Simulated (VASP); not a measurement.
Data:

```yaml
crystal:
  lattice:
    - [0.00000, 3.02940, 3.02940]
    - [3.02940, 0.00000, 3.02940]
    - [3.02940, 3.02940, 0.00000]
  atoms:
    - { symbol: Pb, position: [0.00000, 0.00000, 0.00000] }
    - { symbol: S, position: [0.50000, 0.50000, 0.50000] }
```

Computed with PBE GGA, VASP's PBE PAW potentials (set 64) (plane waves; VASP). Settings: 400 eV cut-off, 6×6×6 Γ-centred mesh, Gaussian smearing of 0.050 eV, potentials Pb_d S.

Question: Give the stress tensor in GPa (positive for a compressed cell).

Answer: 
```
-1.32   0.00   0.00
 0.00  -1.32   0.00
 0.00   0.00  -1.32
```
The pressure is its mean diagonal, -1.32 GPa.

The compound is PbS in the rock salt structure. The cell was not relaxed at this level.
